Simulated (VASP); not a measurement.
Computed with PBEsol GGA, VASP's PBE PAW potentials (set 64) (plane waves; VASP). For the first row: Settings: 400 eV cut-off, 6×6×6 Γ-centred mesh, tetrahedra with Blöchl corrections, potentials As Te.

```csv
system,energy (eV/atom)
"Te3As2 (relaxed from the corundum structure, space group R-3c)",-4.0477
As (a7),-5.1080
Te (trig),-3.5255
```

The references are the elements' solids at the same level; no temperature or zero-point terms are added.    Spin-orbit coupling is left out, which shifts such energies by up to tenths of an eV for the heavy elements here.

What is the formation energy per atom of Te$_{3}$As$_{2}$?

The references average (4×(-5.1080) + 6×(-3.5255))/10 = -4.1585 eV, so the formation energy is -4.0477 − (-4.1585) = 0.111 eV/atom.
